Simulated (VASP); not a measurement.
Output of a VASP run:

### OSZICAR
```
       N       E                     dE             d eps       ncg     rms          rms(c)
DAV:   1     0.152214534524E+02    0.15221E+02   -0.47636E+03  1320   0.876E+02
DAV:   2    -0.123572853645E+02   -0.27579E+02   -0.27517E+02  1368   0.143E+02
DAV:   3    -0.127882480707E+02   -0.43096E+00   -0.43096E+00  1456   0.201E+01
DAV:   4    -0.127889490392E+02   -0.70097E-03   -0.70097E-03  1472   0.768E-01
DAV:   5    -0.127889499175E+02   -0.87830E-06   -0.87830E-06  1584   0.203E-02    0.723E+00
DAV:   6    -0.112477504262E+02    0.15412E+01   -0.10339E+01  1152   0.224E+01    0.236E+00
DAV:   7    -0.112421121937E+02    0.56382E-02   -0.53334E-02  1248   0.276E+00    0.136E+00
DAV:   8    -0.112453851801E+02   -0.32730E-02   -0.34963E-02  1152   0.276E+00    0.178E-01
DAV:   9    -0.112452983260E+02    0.86854E-04   -0.80646E-04  1672   0.239E-01    0.732E-02
DAV:  10    -0.112455227391E+02   -0.22441E-03   -0.30752E-04  1168   0.186E-01    0.112E-02
DAV:  11    -0.112455233953E+02   -0.65615E-06   -0.51116E-06  1632   0.257E-02    0.248E-03
DAV:  12    -0.112455232747E+02    0.12060E-06   -0.38578E-07  1296   0.633E-03    0.356E-04
DAV:  13    -0.112455232367E+02    0.38004E-07   -0.22594E-08   720   0.147E-03
   1 F= -.11245523E+02 E0= -.11245523E+02  d E =0.000000E+00
```

OUTCAR:
```
------------------------ aborting loop because EDIFF is reached ----------------------------------------
  FORCE on cell =-STRESS in cart. coord.  units (eV):
  Direction    XX          YY          ZZ          XY          YZ          ZX
  --------------------------------------------------------------------------------------
  Total        0.0046714      0.0046714      0.0046714      0.0000000      0.0000000     -0.0000000
  in kB        0.3793656      0.3793656      0.3793656      0.0000000      0.0000000     -0.0000000
  external PRESSURE =       0.3793656 kB  Pullay stress =       0.0000000 kB
  volume of cell :       19.73
      direct lattice vectors                 reciprocal lattice vectors
     0.000000000  2.144643484  2.144643484    -0.233138983  0.233138983  0.233138983
     2.144643484  0.000000000  2.144643484     0.233138983 -0.233138983  0.233138983
     2.144643484  2.144643484  0.000000000     0.233138983  0.233138983 -0.233138983
  FREE ENERGIE OF THE ION-ELECTRON SYSTEM (eV)
  ---------------------------------------------------
  free  energy   TOTEN  =       -11.2455232367 eV

  energy  without entropy=      -11.2455232367  energy(sigma->0) =      -11.24552324

 total charge

# of ion       s       p       d       tot
------------------------------------------
    1        0.138   0.160   0.068   0.367
    2        1.546   3.541   0.000   5.087
--------------------------------------------------
tot          1.685   3.701   0.068   5.454
```
(Selected blocks of OUTCAR.)

POSCAR:
```
MgO
1
    0.0000000000     2.1446434837     2.1446434837
    2.1446434837     0.0000000000     2.1446434837
    2.1446434837     2.1446434837     0.0000000000
Mg O
1 1
Direct
  0.0000000000   0.0000000000   0.0000000000
  0.5000000000   0.5000000000   0.5000000000
```

**Question.** Reconstruct the remaining input files.

**Answer.** This is not unique; one that fits is the input of the run itself, RPBE GGA, plane waves, VASP's PBE PAW potentials (set 64).

**INCAR**
```
LORBIT  =  11
LREAL  =  F
NEDOS  =  601   ! DOS grid
NELM  =  100   ! most electronic steps
PREC  =  Accurate
LASPH  =  T
ISMEAR  =  -5
ENCUT  =  520   ! plane-wave cut-off (eV)
EDIFF  =  1E-7   ! SCF stop (eV)
LWAVE  =  F
GGA  =  RP
SYSTEM  =  MgO
ISIF  =  2
ALGO  =  Normal   ! blocked Davidson
LCHARG  =  T
```

### KPOINTS
```
Regular mesh
0
G
12 12 12
0 0 0
```

POTCAR, in this order: Mg O (PBE.64 set). Program: vasp_std.

The compound is MgO in the rock salt structure. It was relaxed first, which changed the volume by +6 %.
